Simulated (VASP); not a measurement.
```
CELL_PARAMETERS angstrom
      0.00000     2.97797     2.97797
      2.97797     0.00000     2.97797
      2.97797     2.97797     0.00000
ATOMIC_POSITIONS crystal
  In 0.00000 0.00000 0.00000
  P  0.25000 0.25000 0.25000
```

The numbers are results of PBE GGA, VASP's PBE PAW potentials (set 64) (plane waves; VASP), not measurements. Run with 500 eV cut-off, 8×8×8 Γ-centred mesh, Gaussian smearing of 0.050 eV, potentials In_d P.

Unless said otherwise, spin-orbit coupling is left out, though it shifts the bands of the heavy elements here.

What does the run give for the energy per atom (σ→0), band gap (on the k-mesh) with the smallest direct gap where there is one?

* **band gap (on the k-mesh)**: 0.45 eV
* **smallest direct gap (on the k-mesh)**: 0.45 eV
* **energy per atom (σ→0)**: -4.203 eV/atom

Total energies compare only between runs with the same potentials, cut-off and functional.

The compound is InP in the zinc blende structure. It was relaxed first.
